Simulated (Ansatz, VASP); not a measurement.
Two plane-wave programs on Si2Ru2N

Contents of INCAR:

```
SYSTEM = Si2Ru2N
PREC = Accurate ; ENCUT = 520
EDIFF = 1E-6 ; ISMEAR = 0
SIGMA = 0.1 ; LREAL = .FALSE.
LASPH = .TRUE. ; NELM = 150
ALGO = Normal ; ISIF = 2
LWAVE = .FALSE. ; LCHARG = .TRUE.
ISPIN = 2 ; MAGMOM = 0 0 1 1 0
LORBIT = 11 ; LMAXMIX = 4
GGA = PE ; LELF = .TRUE.
LVHAR = .TRUE. ; NBANDS = 32
```

The input KPOINTS:

```
Automatic mesh
0
G
  6 6 2
  0 0 0
```

The input POSCAR:

```
Si2Ru2N
1.0
    2.9430462500      0.0000000000      0.0000000000
   -1.4715231200      2.5487528100      0.0000000000
    0.0000000000      0.0000000000      7.6947738800
Si Ru N
2 2 1
Direct
    0.3333333300      0.6666666700      0.1410000000
    0.6666666700      0.3333333300      0.8590000000
    0.3333333300      0.6666666700      0.6670000000
    0.6666666700      0.3333333300      0.3330000000
    0.0000000000      0.0000000000      0.0000000000
```

Input for Ansatz:

```yaml
crystal:
  lattice:
    - [2.94304625, 0.0, 0.0]
    - [-1.47152312, 2.54875281, 0.0]
    - [0.0, 0.0, 7.69477388]
  atoms:
    - { symbol: Si, position: [0.33333333, 0.66666667, 0.141] }
    - { symbol: Si, position: [0.66666667, 0.33333333, 0.859] }
    - { symbol: Ru, position: [0.33333333, 0.66666667, 0.667], spin: 1.0 }
    - { symbol: Ru, position: [0.66666667, 0.33333333, 0.333], spin: 1.0 }
    - { symbol: "N", position: [0.0, 0.0, 0.0] }
basis:
  ecutwfc: 420
kpoints:
  mp_grid: { grid: [6, 6, 2] }
hamiltonian:
  xc: pbe
scf:
  occupations: { method: gaussian, width: 0.1 }
  lower_state_search: "off"
output:
  forces: true
  stress: true
  eigenvalues: true
  populations: true
magnetization:
  spin_polarized: true
```

Change from the starting cell: species swapped into the Nb2CS2 type (P-3m1, No. 164).

Alike in both runs: task single point; functional PBE; k mesh 6 × 6 × 2; occupations gaussian, width 0.1 eV; collinear spin.

|  | VASP | Ansatz |
| --- | --- | --- |
| version | VASP 6.6.1 | Ansatz 0.2.0 |
| potentials or method | VASP PAW PBE potentials, release 64 (Si, Ru_pv, N) | scalar-relativistic, plane waves, PAW |
| plane-wave cutoff (eV) | 520 | 420 |
| valence electrons in the cell | 41 | 45 |

Ansatz gave:

| Property | Result |
| --- | --- |
| gap on the k mesh at the Fermi level (eV) | none |
| pressure (GPa) | 19.6 |
| largest component of the traceless stress (GPa) | 48.28 |
| rms of the force components (eV/Å) | 1.925 |
| net moment per atom (μB) | 0.00 |

Problem. Estimate VASP's values.

Solution. gap on the k mesh at the Fermi level (eV): none; pressure (GPa): 20.0; largest component of the traceless stress (GPa): 48.39; rms of the force components (eV/Å): 1.948; net moment per atom (μB): 0.00.

Atom by atom the forces differ by 0.036 eV/Å (rms over components). A gap of «none» marks a metal or a gap that the smearing closes. The functional is the same, so the differences come from potentials, cutoffs and numerics. The two sets of potentials don't hold the same shells in valence. Ansatz warned: «seeded_moment_not_kept».

Caveats: the k mesh is coarse (spacing up to 0.41 Å⁻¹), so the values aren't converged; so large a pressure means that the cell lies far from this level's equilibrium, or that cutoff or potentials fall short (VASP); forces of over 1 eV/Å show positions far from the minimum, so gaps and moduli don't describe the material at rest.
